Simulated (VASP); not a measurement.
# CrW (Cmmm) in VASP: single point with LDA

Aim: the single point of CrW with LDA.

All numbers are computed with VASP 6.6.1; they aren't measurements. Logs are shortened: lines on timing, memory, paths and dates and some standing lists are left out, and cuts for length are marked.

**1. Starting point**

It takes space group Cmmm (No. 65, orthorhombic). Conventional cell: a = 3.058 Å, b = 4.382 Å, c = 4.218 Å, α = 90.00°, β = 90.00°, γ = 90.00°. Cr (site symmetry mmm) is surrounded by 4 W at 2.60 Å and 4 Cr at 2.67 Å. W (site symmetry mmm) has 4 Cr at 2.60 Å and 4 W at 2.67 Å as nearest neighbours.

The cell comes from a database or a generator and needn't be the stable form of this composition.

**2. Single point, LDA, collinear spin, typed start**

Input file INCAR:

```
  ALGO = Normal
  EDIFF = 1E-6
  ENCUT = 520
  GGA = CA
  ISIF = 2
  ISMEAR = -1
  ISPIN = 2
  LASPH = T
  LCHARG = T
  LELF = T
  LMAXMIX = 4
  LORBIT = 11
  LREAL = F
  LVHAR = T
  LWAVE = F
  MAGMOM = 3 1
  NBANDS = 24
  NELM = 150
  PREC = Accurate
  SIGMA = 0.03
```

Input file KPOINTS:

```
k-points
0
Gamma
  10 10 6
```

Input file POSCAR:

```
CrW
1.0
    1.5289670000     -2.1912249199      0.0000000000
    1.5289670000      2.1912249199      0.0000000000
    0.0000000000      0.0000000000      4.2180955965
Cr W
1 1
Direct
    0.0000000000      0.0000000000      0.0000000000
    0.5000000000      0.5000000000      0.5000000000
```

Potentials or basis: VASP PAW LDA potentials, release 64 (Cr_pv, W_sv).

Command:

```sh
cat potpaw_LDA.64/Cr_pv/POTCAR potpaw_LDA.64/W_sv/POTCAR > POTCAR
mpirun -np 1 vasp_std > vasp.out
```

OUTCAR:

```text
EDIFF = 1E-6
   ENCUT = 520
   GGA = CA
   ISIF = 2
   ISMEAR = -1
   ISPIN = 2
   LASPH = T
   LORBIT = 11
   LREAL = F
   NELM = 150
   PREC = Accurate

 ion  position               nearest neighbor table
   1  0.000  0.000  0.000-   2 2.60   2 2.60   2 2.60   2 2.60   2 3.04   2 3.04   2 3.04   2 3.04

   2  0.500  0.500  0.500-   1 2.60   1 2.60   1 2.60   1 2.60   1 3.04   1 3.04   1 3.04   1 3.04

  LATTYP: Found a base centered orthorhombic cell.
 ALAT       =     3.0579340000
 B/A-ratio  =     1.4331407544
 C/A-ratio  =     1.3793939295

  Lattice vectors:

 A1 = (   1.5289670000,  -2.1912249199,   0.0000000000)
 A2 = (   1.5289670000,   2.1912249199,   0.0000000000)
 A3 = (   0.0000000000,   0.0000000000,   4.2180955965)

Analysis of symmetry for initial positions (statically):
=====================================================================
 Subroutine PRICEL returns:
 Original cell was already a primitive cell.

 Routine SETGRP: Setting up the symmetry group for a
 base centered orthorhombic supercell.

 Subroutine GETGRP returns: Found  8 space group operations
 (whereof  8 operations were pure point group operations)
 out of a pool of  8 trial point group operations.

The static configuration has the point symmetry D_2h.

Analysis of symmetry for dynamics (positions and initial velocities):
=====================================================================
 Subroutine PRICEL returns:
 Original cell was already a primitive cell.

 Routine SETGRP: Setting up the symmetry group for a
 base centered orthorhombic supercell.

 Subroutine GETGRP returns: Found  8 space group operations
 (whereof  8 operations were pure point group operations)
 out of a pool of  8 trial point group operations.

The dynamic configuration has the point symmetry D_2h.

Analysis of structural, dynamic, and magnetic symmetry:
=====================================================================
 Subroutine PRICEL returns:
 Original cell was already a primitive cell.

 Routine SETGRP: Setting up the symmetry group for a
 base centered orthorhombic supercell.

 Subroutine GETGRP returns: Found  8 space group operations
 (whereof  8 operations were pure point group operations)
 out of a pool of  8 trial point group operations.

The overall configuration has the point symmetry D_2h.

 Subroutine INISYM returns: Found  8 space group operations
 (whereof  8 operations are pure point group operations),
 and found     1 'primitive' translations

----------------------------------------------------------------------------------------

                                     Primitive cell

  volume of cell :      28.2639

  direct lattice vectors                    reciprocal lattice vectors
     1.528967000 -2.191224920  0.000000000     0.327018176 -0.228182874  0.000000000
     1.528967000  2.191224920  0.000000000     0.327018176  0.228182874  0.000000000
     0.000000000  0.000000000  4.218095597     0.000000000  0.000000000  0.237073811

  length of vectors
     2.671929403  2.671929403  4.218095597     0.398758463  0.398758463  0.237073811

  position of ions in fractional coordinates (direct lattice)
     0.000000000  0.000000000  0.000000000
     0.500000000  0.500000000  0.500000000

  ion indices of the primitive-cell ions
   primitive index   ion index
                 1           1
                 2           2

----------------------------------------------------------------------------------------

 KPOINTS: k-points

Automatic generation of k-mesh.
 Grid dimensions read from file:
 generate k-points for:   10   10    6

 Generating k-lattice:

  Cartesian coordinates                     Fractional coordinates (reciprocal lattice)
     0.032701818 -0.022818287  0.000000000     0.100000000  0.000000000  0.000000000
     0.032701818  0.022818287  0.000000000     0.000000000  0.100000000  0.000000000
     0.000000000  0.000000000  0.039512302     0.000000000  0.000000000  0.166666667

  Length of vectors
     0.039875846  0.039875846  0.039512302

  Shift w.r.t. Gamma in fractional coordinates (k-lattice)
     0.000000000  0.000000000  0.000000000

 Subroutine IBZKPT returns following result:
 ===========================================

 Found    124 irreducible k-points:

 Following reciprocal coordinates:
            Coordinates               Weight
  0.000000  0.000000  0.000000      1.000000
  0.100000  0.000000  0.000000      4.000000
  0.200000  0.000000  0.000000      4.000000
  0.300000 -0.000000  0.000000      4.000000
  0.400000  0.000000  0.000000      4.000000
  0.500000  0.000000  0.000000      2.000000
[... 16 lines left out ...]
  0.300000  0.300000  0.000000      2.000000
  0.400000  0.300000  0.000000      4.000000
 [... further k-points ...]
   k-points           NKPTS =    124   k-points in BZ     NKDIM =    124   number of bands    NBANDS=     24
   number of dos      NEDOS =    301   number of ions     NIONS =      2
   total plane-waves  NPLWV =  12800
   dimension x,y,z NGX =    20 NGY =   20 NGZ =   32
   dimension x,y,z NGXF=    40 NGYF=   40 NGZF=   64
   ions per type =               1   1
   NGX,Y,Z   is equivalent  to a cutoff of  12.44, 12.44, 12.61 a.u.
   NGXF,Y,Z  is equivalent  to a cutoff of  24.89, 24.89, 25.22 a.u.
 SYSTEM =  unknown system
   PREC   = accura    normal or accurate (medium, high low for compatibility)
   ISTART =      0    job   : 0-new  1-cont  2-samecut
   ICHARG =      2    charge: 1-file 2-atom 10-const
   ISPIN  =      2    spin polarized calculation?
   LNONCOLLINEAR =      F non collinear calculations
   LSORBIT =      F    spin-orbit coupling
   LASPH  =      T    aspherical Exc in radial PAW
   ENCUT  =  520.0 eV  38.22 Ry    6.18 a.u.   4.97  4.97  7.84*2*pi/ulx,y,z
   NELM   =    150;   NELMIN=  2; NELMDL= -5     # of ELM steps
   EDIFF  = 0.1E-05   stopping-criterion for ELM
   LREAL  =      F    real-space projection
   EDIFFG = 0.1E-04   stopping-criterion for IOM
   NSW    =      0    number of steps for IOM
   IBRION =     -1    ionic relax: 0-MD 1-quasi-New 2-CG
   NFREE  =      0    steps in history (QN), initial steepest desc. (CG)
   ISIF   =      2    stress and relaxation
   ISYM   =      2    0-nonsym 1-usesym 2-fastsym
   POTIM  = 0.5000    time-step for ionic-motion
   TEBEG  =    0.0;   TEEND  =   0.0 temperature during run
   PSTRESS=    0.0 pullay stress
   NELECT =      26.0000    total number of electrons
   NUPDOWN=      -1.0000    fix difference up-down
   EMIN   =  10.00;   EMAX   =-10.00  energy-range for DOS
   EFERMI =   0.00;   METHOD = LEGACY
   ISMEAR =    -1;   SIGMA  =   0.03  broadening in eV -4-tet -1-fermi 0-gaus
   EFERMI_NEDOS =   21; number of points for ismear=-14 and -15
   IALGO  =     38    algorithm
   IMIX   =      4    mixing-type and parameters
     AMIX     =   0.40;   BMIX     =  1.00
     AMIX_MAG =   1.60;   BMIX_MAG =  1.00
  volume/ion in A,a.u.               =      14.13        95.37
  Fermi-wavevector in a.u.,A,eV,Ry     =   1.592168  3.008761 34.490738  2.534998
  Thomas-Fermi vector in A             =   2.690595
   LORBIT       =     11    0 simple, 1 ext, 2 COOP (PROOUT), +10 PAW based schemes
   GGA     = CA    functional components
   LHFCALC =     F    Hartree Fock is set to
   AEXX    =    0.0000 exact exchange contribution
   IVDW    =     0    specifies the selected vdW correction
   LEPSILON=     F    determine dielectric tensor
   LRPA    =     F    only Hartree local field effects (RPA)
 spin polarized calculation
  energy-cutoff  :      520.00
  volume of cell :       28.26
 maximum number of plane-waves:       776
   NGX =  9   NGY =  9   NGZ = 15

 number of electron      26.0000007 magnetization      -0.0281510

 number of electron      26.0000007 magnetization       0.0011073

 Free energy of the ion-electron system (eV)
  ---------------------------------------------------
  ext. energy  EPLUGINS =         0.00000000
  ---------------------------------------------------
  free energy    TOTEN  =       -24.39808679 eV

  energy without entropy =      -24.39322294  energy(sigma->0) =      -24.39565487

 E-fermi :  10.5804     XC(G=0): -13.7104

 val. band max:       10.5737430108   @ k =   0.5000   0.1000   0.5000
 cond. band min:      10.5833347207   @ k =   0.5000   0.4000   0.3333
 fundamental gap:      0.0095917099
 Fermi energy:        10.5804372508

 spin component 1

 k-point     1 :       0.0000    0.0000    0.0000
  band No.  band energies     occupation
      1     -62.9502      1.00000
      2     -32.2841      1.00000
      3     -32.1337      1.00000
      4     -32.0366      1.00000
      5     -27.4209      1.00000
      6     -26.9275      1.00000
[... 16 lines left out ...]
     23      28.0589      0.00000
     24      28.2562      0.00000
[... 598 lines left out ...]
      2     -32.3605      1.00000
      3     -32.2776      1.00000
      4     -32.1890      1.00000
      5     -27.8712      1.00000
      6     -27.5179      1.00000
[... 16 lines left out ...]
     23      24.3425      0.00000
     24      25.1758      0.00000

 [... further k-points ...]

 spin component 2

 k-point     1 :       0.0000    0.0000    0.0000
  band No.  band energies     occupation
      1     -62.9502      1.00000
      2     -32.2826      1.00000
      3     -32.1325      1.00000
      4     -32.0354      1.00000
      5     -27.4210      1.00000
      6     -26.9275      1.00000
[... 16 lines left out ...]
     23      28.0589      0.00000
     24      28.3620      0.00000
[... 598 lines left out ...]
      2     -32.3593      1.00000
      3     -32.2764      1.00000
      4     -32.1875      1.00000
      5     -27.8714      1.00000
      6     -27.5180      1.00000
[... 16 lines left out ...]
     23      24.3425      0.00000
     24      25.1760      0.00000

 [... further k-points ...]

------------------------ aborting loop because EDIFF is reached ----------------------------------------

  FORCE on cell =-STRESS in cart. coord.  units (eV):
  Direction    XX          YY          ZZ          XY          YZ          ZX
  --------------------------------------------------------------------------------------
  -------------------------------------------------------------------------------------
  Total       -2.4295620     -2.6180430     -2.6003253      0.0000000      0.0000000      0.0000000
  in kB     -137.7231924   -148.4075091   -147.4031539      0.0000000      0.0000000      0.0000000
  external PRESSURE =    -144.5112851 kB  Pullay stress =       0.0000000 kB

 VOLUME and BASIS-vectors are now :
 -----------------------------------------------------------------------------
  energy-cutoff  :      520.00
  volume of cell :       28.26
      direct lattice vectors                 reciprocal lattice vectors
     1.528967000 -2.191224920  0.000000000     0.327018176 -0.228182874  0.000000000
     1.528967000  2.191224920  0.000000000     0.327018176  0.228182874  0.000000000
     0.000000000  0.000000000  4.218095597     0.000000000  0.000000000  0.237073811

 POSITION                                       TOTAL-FORCE (eV/Angst)
 -----------------------------------------------------------------------------------
      0.00000      0.00000      0.00000        -0.000000      0.000000      0.000000
      1.52897      0.00000      2.10905         0.000000     -0.000000      0.000000
 -----------------------------------------------------------------------------------
    total drift:                                0.000000      0.000000      0.000000

  FREE ENERGIE OF THE ION-ELECTRON SYSTEM (eV)
  ---------------------------------------------------
  free  energy   TOTEN  =       -24.3980867948 eV

  energy  without entropy=      -24.3932229390  energy(sigma->0) =      -24.39565487

 total charge

# of ion       s       p       d       tot
------------------------------------------
    1        0.379   6.356   4.165  10.900
    2        2.433   6.332   3.416  12.181
--------------------------------------------------
tot          2.812  12.688   7.581  23.081

 magnetization (x)

# of ion       s       p       d       tot
------------------------------------------
    1        0.000  -0.000   0.001   0.001
    2       -0.000  -0.000  -0.000  -0.000
--------------------------------------------------
tot         -0.000  -0.000   0.001   0.001
```

It took 79 s on 1 thread of Intel Xeon Platinum 8488C (Sapphire Rapids), shared host; peak memory 0.23 GiB.

What came out:

| Item | Value |
| --- | --- |
| Free energy | -24.3981 eV |
| Pressure | -14.5 GPa |
| Band gap on the k mesh | none (metal or under the smearing width) |
| Net moment | 0.00 μB per cell |
| Valence electrons inside the program's atomic spheres | Cr 10.90; W 12.18 |

Caveat: the starting moments collapsed, and a magnetic state may lie lower. The run has no spin-orbit coupling, so splittings on W are missing.
